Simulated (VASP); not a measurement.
Energy against volume of GaAs (zinc blende). Method: PBE GGA with D4 dispersion, VASP's PBE PAW potentials (set 64) (plane waves; VASP). Numerical set-up: 520 eV cut-off, 8×8×8 Γ-centred mesh, Gaussian smearing of 0.050 eV, potentials Ga_d As.

| V (Å³/atom) | E (eV/atom) |
|---|---|
| 21.369 | -4.52334 |
| 22.051 | -4.53866 |
| 22.733 | -4.54342 |
| 23.415 | -4.53928 |

### Question
Fit these four points and predict the energy of the run at 24.097 Å³/atom.

### Answer
A cubic in V^(−2/3), the third-order Birch-Murnaghan form, passes through the four points with V0 = 22.74 Å³/atom and B0 = 69 GPa, and gives -4.5276 eV/atom there. The run gave -4.5276 eV/atom, +0.0 meV/atom from the fit; all five points give B0 = 70 GPa.

The compound is GaAs in the zinc blende structure. It was relaxed first.
